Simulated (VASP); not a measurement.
Here is the system:

```
CELL_PARAMETERS angstrom
      0.00000     2.66725     2.66725
      2.66725     0.00000     2.66725
      2.66725     2.66725     0.00000
ATOMIC_POSITIONS crystal
  Ca 0.00000 0.00000 0.00000
  F  0.25000 0.25000 0.25000
  F  0.75000 0.75000 0.75000
```

Level of theory: SCAN meta-GGA, VASP's PBE PAW potentials (set 64) (plane waves; VASP 6.6.1). Settings: 520 eV cut-off, 7×7×7 Γ-centred mesh, Gaussian smearing of 0.050 eV, potentials Ca_sv F.

Problem. The job: CaF2 (fluorite), 3 atoms, SCAN, static run, 520 eV, 7×7×7 Γ-centred mesh. Roughly how much core time does it take on a busy server core?

Solution. About 40 core-seconds (one run on a shared machine, a rough figure). It had 20 irreducible k-points, 16 bands, up to 1032 plane waves and 24 electronic steps.

The compound is CaF2 in the fluorite structure. This cell is one point of a volume scan, at 0.94 of the reference volume.
